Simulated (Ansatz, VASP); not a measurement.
# One calculation of ReS, two programs

Contents of INCAR:

```
PREC     = Accurate       # precision mode
ENCUT    = 520            # plane-wave cutoff, eV
EDIFF    = 1E-6           # SCF threshold, eV
ISMEAR   = 0              # smearing method
SIGMA    = 0.1            # smearing width, eV
LREAL    = False          # projectors in reciprocal space
LASPH    = True           # aspherical terms in the spheres
NELM     = 150            # most SCF steps
ALGO     = Normal         # electronic algorithm
ISIF     = 2              # what is computed and relaxed
LWAVE    = False          # write WAVECAR
LCHARG   = False          # write CHGCAR
ISPIN    = 2              # spin polarisation
MAGMOM   = 3.5 0          # initial moments
LORBIT   = 11             # projections on sites
LMAXMIX  = 4              # l up to which the mixer works
GGA      = PE             # functional
NBANDS   = 18             # bands
```

KPOINTS

```
Automatic mesh
0
Gamma
  14 14 14
```

File POSCAR:

```
ReS
1.0
    0.0000000000      2.3409994631      2.3409994631
    2.3409994631      0.0000000000      2.3409994631
    2.3409994631      2.3409994631      0.0000000000
Re S
1 1
Direct
    0.0000000000      0.0000000000      0.0000000000
    0.5000000000      0.5000000000      0.5000000000
```

Input for Ansatz:

```yaml
crystal:
  lattice:
    - [0.0, 2.3409994641, 2.3409994641]
    - [2.3409994641, 0.0, 2.3409994641]
    - [2.3409994641, 2.3409994641, 0.0]
  atoms:
    - { symbol: Re, position: [0.0, 0.0, 0.0], spin: 3.5 }
    - { symbol: S, position: [0.5, 0.5, 0.5] }
basis:
  ecutwfc: 420
kpoints:
  mp_grid: { grid: [14, 14, 14] }
hamiltonian:
  xc: pbe
scf:
  occupations: { method: gaussian, width: 0.1 }
output:
  forces: true
  stress: true
  eigenvalues: true
  populations: true
magnetization:
  spin_polarized: true
```

Alike in both runs: task single point; functional PBE; k mesh 14 × 14 × 14; occupations gaussian, width 0.1 eV; collinear spin.

```csv
,VASP,Ansatz
version,VASP 6.6.1,Ansatz 0.2.0
potentials or method,"VASP PAW PBE potentials, release 64 (Re, S)","scalar-relativistic, plane waves, PAW"
plane-wave cutoff (eV),520,420
valence electrons in the cell,13,21
```

```tsv
	VASP	Ansatz	Ansatz less VASP
gap on the k mesh at the Fermi level (eV)	none	none	-
net moment per atom (μB)	0.00	0.00	-0.001
```

A gap of «none» marks a metal or a gap that the smearing closes. The two sets of potentials don't hold the same shells in valence. Ansatz warned: «seeded_moment_not_kept».

 Spin-orbit coupling is left out, which matters for the levels of Re.
